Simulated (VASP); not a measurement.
The system is VMoS3.

```
CELL_PARAMETERS angstrom
5.25172 0.00000 0.00000
0.00000 5.25172 0.00000
0.00000 0.00000 4.19390
ATOMIC_POSITIONS crystal
V 0.00000 0.00000 0.00000
Mo 0.50000 0.50000 0.00000
S 0.50000 0.00000 0.50000
S 0.00000 0.50000 0.50000
S 0.50000 0.50000 0.50000
```

The cell was built by a generator and needn't be a form met in nature.

```yaml
Program: VASP 6.6.1
Task: relaxation of cell and atoms
Functional: PBE
Potentials_or_basis: VASP PAW PBE potentials, release 64 (V_sv, Mo_sv, S)
Cutoff: 520 eV
k_mesh: 3 × 3 × 3
Occupations: gaussian, width 0.15 eV
Spin: collinear spin, ferromagnetic start
Starting_moments: "[2.0, 1.0, 0.0, 0.0, 0.0] μB"
```

At the start: pressure -1.9 GPa; volume 23.13 Å³/atom.

Question: How do energy, volume and symmetry change on relaxing?

Answer: Over 7 steps the energy falls by 332.4 meV/atom and the volume is 19.26 Å³/atom (-16.8 %); space group P4/mmm (No. 123, to 0.05 Å); moment 2.38 μB per cell.

Step by step:
| step | energy change (eV) | largest force (eV/Å) | pressure (GPa) | volume (Å³) |
| --- | --- | --- | --- | --- |
| 1 | 0.0000 | 0.0000 | -1.94 | 115.67 |
| 2 | -1.3119 | 0.0000 | -8.15 | 110.44 |
| 3 | -1.3204 | 0.0000 | -7.88 | 110.64 |
| 4 | -1.5484 | 0.0000 | -1.75 | 97.03 |
| 5 | -1.6303 | 0.0000 | -1.45 | 96.02 |
| 6 | -1.6611 | 0.0000 | -0.15 | 96.25 |
| 7 | -1.6620 | 0.0000 | 0.27 | 96.29 |

Final structure:
```
V Mo S
1.0
     4.70079    0.00000    0.00000
     0.00000    4.70079    0.00000
     0.00000    0.00000    4.35739
V Mo S
1 1 3
Direct
  0.00000 0.00000 0.00000
  0.50000 0.50000 0.00000
  0.50000 0.00000 0.50000
  0.00000 0.50000 0.50000
  0.50000 0.50000 0.50000
```

Caveat: the k mesh is coarse (spacing up to 0.50 Å⁻¹), so the values aren't converged; the volume moved by over 15 % at a fixed basis, so the end points are rough; the relaxation stopped at a loose force limit of 0.08 eV/Å, so its end isn't a converged minimum.
